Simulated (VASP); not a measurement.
Calculation: AM05 GGA, VASP's PBE PAW potentials (set 64) (plane waves; VASP).

VASP ran on this input.

File KPOINTS:
```
Automatic mesh
0
Gamma
8 8 8
0 0 0
```

INCAR:
```
! general
SYSTEM  =  Si
PREC    =  Accurate
ENCUT   =  520
LREAL   =  .False.   ! projection in real space or not
LASPH   =  .True.

! electronic loop
EDIFF   =  1E-7   ! SCF stop (eV)
NELM    =  100   ! most electronic steps
ALGO    =  Normal

! smearing
ISMEAR  =  0   ! Gaussian
SIGMA   =  0.05

! functional
GGA     =  AM   ! AM05

! ions
ISIF    =  2   ! forces and stress, cell fixed

! output
LWAVE   =  .False.
LCHARG  =  .False.
```

### POSCAR
```
Si
1
    0.0000000000     2.6629727502     2.6629727502
    2.6629727502     0.0000000000     2.6629727502
    2.6629727502     2.6629727502     0.0000000000
Si
2
Direct
  0.0000000000   0.0000000000   0.0000000000
  0.2500000000   0.2500000000   0.2500000000
```

POTCAR, in this order: Si (PBE.64 set). Program: vasp_std.

Output of the run:

OSZICAR:
```
       N       E                     dE             d eps       ncg     rms          rms(c)
DAV:   1     0.738458769123E+01    0.73846E+01   -0.33862E+03   464   0.775E+02
DAV:   2    -0.111686778625E+02   -0.18553E+02   -0.17774E+02   704   0.835E+01
DAV:   3    -0.113971966493E+02   -0.22852E+00   -0.22852E+00   576   0.117E+01
DAV:   4    -0.113980394389E+02   -0.84279E-03   -0.84279E-03   728   0.814E-01
DAV:   5    -0.113980401871E+02   -0.74814E-06   -0.74813E-06   592   0.187E-02    0.563E+00
DAV:   6    -0.112215293136E+02    0.17651E+00   -0.10895E-01   560   0.177E+00    0.338E+00
DAV:   7    -0.111473697049E+02    0.74160E-01   -0.17537E-01   608   0.239E+00    0.201E-01
DAV:   8    -0.111487018468E+02   -0.13321E-02   -0.43662E-03   552   0.532E-01    0.866E-02
DAV:   9    -0.111490728208E+02   -0.37097E-03   -0.52916E-04   656   0.165E-01    0.519E-02
DAV:  10    -0.111490887768E+02   -0.15956E-04   -0.17200E-05   560   0.350E-02    0.871E-03
DAV:  11    -0.111490932020E+02   -0.44252E-05   -0.66691E-06   600   0.200E-02    0.518E-03
DAV:  12    -0.111490932655E+02   -0.63508E-07   -0.46275E-07   648   0.612E-03
   1 F= -.11149093E+02 E0= -.11149093E+02  d E =-.705747E-11
```

File OUTCAR:
```
------------------------ aborting loop because EDIFF is reached ----------------------------------------
  FORCE on cell =-STRESS in cart. coord.  units (eV):
  Direction    XX          YY          ZZ          XY          YZ          ZX
  --------------------------------------------------------------------------------------
  Total        1.5467507      1.5467507      1.5467507      0.0000000      0.0000000     -0.0000000
  in kB       65.6146387     65.6146387     65.6146387      0.0000000      0.0000000     -0.0000000
  external PRESSURE =      65.6146387 kB  Pullay stress =       0.0000000 kB
  volume of cell :       37.77
      direct lattice vectors                 reciprocal lattice vectors
     0.000000000  2.662972750  2.662972750    -0.187760089  0.187760089  0.187760089
     2.662972750  0.000000000  2.662972750     0.187760089 -0.187760089  0.187760089
     2.662972750  2.662972750  0.000000000     0.187760089  0.187760089 -0.187760089
 POSITION                                       TOTAL-FORCE (eV/Angst)
 -----------------------------------------------------------------------------------
      0.00000      0.00000      0.00000        -0.000000     -0.000000     -0.000000
      1.33149      1.33149      1.33149         0.000000      0.000000      0.000000
 -----------------------------------------------------------------------------------
    total drift:                                0.000000      0.000000     -0.000000
  FREE ENERGIE OF THE ION-ELECTRON SYSTEM (eV)
  ---------------------------------------------------
  free  energy   TOTEN  =       -11.1490932655 eV

  energy  without entropy=      -11.1490932655  energy(sigma->0) =      -11.14909327
```
(Selected blocks of OUTCAR.)

The compound is Si in the diamond structure. This cell is one point of a volume scan, at 0.94 of the reference volume.
